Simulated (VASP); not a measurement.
Level of theory: TPSS meta-GGA, VASP's PBE PAW potentials (set 64) (plane waves; VASP).

Input for VASP

INCAR:
```
# general
SYSTEM =Pb
PREC   =Accurate
ENCUT  =520   # plane-wave cut-off (eV)
LREAL  =.FALSE.   # projection in real space or not
LASPH  =.TRUE.

# electronic loop
EDIFF  =1E-7
NELM   =100   # most electronic steps
ALGO   =Normal
LMAXMIX=4   # l cut-off of mixed one-centre charges
LMIXTAU=.TRUE.

# smearing
ISMEAR =1
SIGMA  =0.1

# functional
METAGGA=TPSS

# ions
ISIF   =2

# output
LWAVE  =.FALSE.
LCHARG =.FALSE.
```

### POSCAR
```
Pb
3.5499360
  0.0000000000   0.7071067898   0.7071067898
  0.7071067898   0.0000000000   0.7071067898
  0.7071067898   0.7071067898   0.0000000000
Pb
1
Cart
  0.0000000000   0.0000000000   0.0000000000
```

### KPOINTS
```
K-points
0
Gamma
13 13 13
```

POTCAR, in this order: Pb_d (PBE.64 set). Program: vasp_std.

Output of the run:

**OSZICAR**
```
       N       E                     dE             d eps       ncg     rms          rms(c)
DAV:   1     0.102559492028E+03    0.10256E+03   -0.74725E+03  1862   0.151E+03
DAV:   2     0.405983349012E+00   -0.10215E+03   -0.10011E+03  1890   0.328E+02
DAV:   3    -0.377602743137E+01   -0.41820E+01   -0.41533E+01  2214   0.781E+01
DAV:   4    -0.386060513062E+01   -0.84578E-01   -0.84550E-01  2201   0.122E+01
DAV:   5    -0.386401263684E+01   -0.34075E-02   -0.34072E-02  2320   0.227E+00    0.107E+00
DAV:   6    -0.287938231897E+01    0.98463E+00   -0.20431E+00  1869   0.224E+01    0.193E-01
DAV:   7    -0.287001407401E+01    0.93682E-02   -0.28666E-01  1944   0.116E+01    0.316E-01
DAV:   8    -0.291444539750E+01   -0.44431E-01   -0.13108E-01  1848   0.516E+00    0.183E-01
DAV:   9    -0.293691976611E+01   -0.22474E-01   -0.70398E-02  1848   0.364E+00    0.115E-01
DAV:  10    -0.299600434892E+01   -0.59085E-01   -0.51458E-02  1848   0.293E+00    0.477E-02
DAV:  11    -0.299858612865E+01   -0.25818E-02   -0.23124E-03  2064   0.862E-01    0.540E-02
DAV:  12    -0.299848103874E+01    0.10509E-03   -0.53831E-04  1881   0.291E-01    0.413E-02
DAV:  13    -0.299841680150E+01    0.64237E-04   -0.13140E-03  1905   0.654E-01    0.285E-02
DAV:  14    -0.299823245909E+01    0.18434E-03   -0.99535E-05  1935   0.116E-01    0.179E-02
DAV:  15    -0.299821753703E+01    0.14922E-04   -0.61078E-06  2055   0.292E-02    0.140E-02
DAV:  16    -0.299820215793E+01    0.15379E-04   -0.16370E-05  1854   0.500E-02    0.239E-03
DAV:  17    -0.299820233794E+01   -0.18001E-06   -0.58113E-07  2073   0.756E-03    0.219E-03
DAV:  18    -0.299820230100E+01    0.36939E-07   -0.67763E-08  1586   0.268E-03
   1 F= -.29982023E+01 E0= -.29980041E+01  d E =-.594588E-03
```

### OUTCAR
```
------------------------ aborting loop because EDIFF is reached ----------------------------------------
  FORCE on cell =-STRESS in cart. coord.  units (eV):
  Direction    XX          YY          ZZ          XY          YZ          ZX
  --------------------------------------------------------------------------------------
  Total       -0.1881266     -0.1881266     -0.1881266      0.0000000     -0.0000000      0.0000000
  in kB       -9.5282739     -9.5282739     -9.5282739      0.0000000     -0.0000000      0.0000000
  external PRESSURE =      -9.5282739 kB  Pullay stress =       0.0000000 kB
  volume of cell :       31.63
      direct lattice vectors                 reciprocal lattice vectors
     0.000000000  2.510183849  2.510183849    -0.199188597  0.199188597  0.199188597
     2.510183849  0.000000000  2.510183849     0.199188597 -0.199188597  0.199188597
     2.510183849  2.510183849  0.000000000     0.199188597  0.199188597 -0.199188597
 POSITION                                       TOTAL-FORCE (eV/Angst)
 -----------------------------------------------------------------------------------
      0.00000      0.00000      0.00000        -0.000000     -0.000000     -0.000000
 -----------------------------------------------------------------------------------
    total drift:                               -0.000000      0.000000     -0.000000
  FREE ENERGIE OF THE ION-ELECTRON SYSTEM (eV)
  ---------------------------------------------------
  free  energy   TOTEN  =        -2.9982023010 eV

  energy  without entropy=       -2.9976077133  energy(sigma->0) =       -2.99800411
```
(Selected blocks of OUTCAR.)

The compound is Pb in the fcc structure. This cell is one point of a volume scan, at 1.03 of the reference volume.
